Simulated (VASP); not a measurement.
VASP ran on this input.

INCAR:
```
SYSTEM=Zr
PREC=Accurate; ENCUT=520; LREAL=.FALSE.
LASPH=.TRUE.
EDIFF=1E-7; NELM=100; ALGO=Normal
LMAXMIX=4
ISMEAR=-5
GGA=RP
ISIF=2
LWAVE=.FALSE.; LCHARG=.TRUE.; LORBIT=11
NEDOS=601
```

### POSCAR
```
Zr
1.0
  1.6300775876  -2.8233771462   0.0000000000
  1.6300775876   2.8233771462   0.0000000000
  0.0000000000   0.0000000000   5.2081410792
Zr
2
Cart
  1.6300775876   0.9411275977   1.3020352698
  1.6300775876  -0.9411275977   3.9061058094
```

File KPOINTS:
```
Automatic
0
gamma
 14 14 8
0 0 0
```

POTCAR, in this order: Zr_sv (PBE.64 set). Program: vasp_std.

**Question.** Translate this RPBE calculation to Quantum ESPRESSO's pw.x.

**Answer.** One equivalent input (not run):
```
&CONTROL
  calculation = 'scf'
  pseudo_dir = './pseudo'
  outdir = './out'
  tprnfor = .true.
  tstress = .true.
/
&SYSTEM
  ibrav = 0
  nat = 2
  ntyp = 1
  ecutwfc = 66
  occupations = 'tetrahedra'
  input_dft = 'rpbe'
/
&ELECTRONS
  conv_thr = 7.3e-09
  electron_maxstep = 100
/
ATOMIC_SPECIES
  Zr 91.224 Zr.upf
CELL_PARAMETERS angstrom
     1.6300776   -2.8233771    0.0000000
     1.6300776    2.8233771    0.0000000
     0.0000000    0.0000000    5.2081411
ATOMIC_POSITIONS crystal
  Zr   0.3333330  0.6666670  0.2500000
  Zr   0.6666670  0.3333330  0.7500000
K_POINTS automatic
  14 14 8 0 0 0
```
The two are equivalent in intent, not identical: the potentials are each code's own (VASP's PAW set, PseudoDojo norm-conserving files in pw.x), so ENCUT and ecutwfc are chosen apart and not converted; conv_thr bounds pw.x's estimated SCF error, while EDIFF bounds the energy change between steps.

The compound is Zr in the hcp structure. It was relaxed first.
